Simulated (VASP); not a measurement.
SiC: transverse stress against strain

SiC (wurtzite, P6_3mc, 10.160 Å³/atom and stress up to 0.23 GPa in the relaxed cell, c along z) under a strain ε along c (axis z), the other axes held. LDA in VASP (plane waves, PAW), 600 eV, 12×12×6 Γ-centred mesh, Gaussian smearing 0.05 eV; ions are relaxed, or left where forces stay under 0.02 eV/Å, within the symmetry of each cell. Stress is positive for a compressed cell.

Here s stands for strain and y for stress xx.

```csv
strain (%),stress xx (GPa)
-1.50,0.76
-1.00,0.42
-0.50,0.10
0.00,-0.23
0.50,-0.48
1.00,-0.74
1.50,-0.99
3.00,?
```

The 7 complete rows are fitted with a straight line, y against s. Means: s 0, y -0.166. About the means, the sum of products is -4.0750 and the sum of squares of s is 7.0000; the slope is their ratio. Least squares gives y = -0.166 - 0.5821·s. Residuals (row less fit): 0.053, 0.004, -0.025, -0.064, -0.023, 0.008, 0.049; standard error 0.046 (degrees of freedom: 5). The slope gives the elastic constant C13 = 58 ± 2 GPa (± standard error of the fit, which holds the terms cut off).

Q: What does the fit predict for y at s = 3.00, and how far is the calculated value from it?

A: y = -0.166 - 0.5821 × 3.0 = -1.912 GPa. The calculation gives -1.62 GPa, 0.292 GPa above the prediction (12.3 % of the range of y in the table). The row lies outside the fitted rows, so this is an extrapolation. From the scatter of the fitted rows alone, a prediction at this place has a standard error of 0.072 GPa, so the miss is 4.1 times that.

A polynomial of degree 2 through the 12 other runs of the series gives -1.59 there, so most of the miss is curvature that the fit leaves out. SiC is here the rare 2H polytype. Rows are the converged runs of the series near zero and its far end; series whose fitted rows scatter by over a few per cent of the range, as at a crossing or softening among them, aren't shown in this form, nor equations of state whose B0' disagrees with the runs' pressures. Most that stay on the fit to the last digits aren't either.
